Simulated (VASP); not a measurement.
Data:

```yaml
crystal:
  lattice:
    - [3.79799, 0.00000, 0.00000]
    - [0.00000, 3.79799, 0.00000]
    - [0.00000, 0.00000, 3.79799]
  atoms:
    - { symbol: Sr, position: [0.00000, 0.00000, 0.00000] }
    - { symbol: V, position: [0.50000, 0.50000, 0.50000] }
    - { symbol: O, position: [0.50000, 0.00000, 0.50000] }
    - { symbol: O, position: [0.00000, 0.50000, 0.50000] }
    - { symbol: O, position: [0.50000, 0.50000, 0.00000] }
```

All values below come from PBE GGA with D3 dispersion (Becke-Johnson damping), VASP's PBE PAW potentials (set 64) (plane waves; VASP). Run with 520 eV cut-off, 8×8×8 Γ-centred mesh, first-order Methfessel-Paxton smearing of 0.10 eV, potentials Sr_sv V_sv O.

Q: Give the stress tensor in GPa (positive for a compressed cell).

A: 
```
6.31  0.00  0.00
0.00  6.31  0.00
0.00  0.00  6.31
```
The pressure is its mean diagonal, 6.31 GPa.

The compound is SrVO3 in the cubic perovskite structure. This cell is one point of a volume scan, at 0.97 of the reference volume. The run is not spin-polarised, so no magnetic state was tried. The electron count is odd and the run is not spin-polarised, which forces a metal.
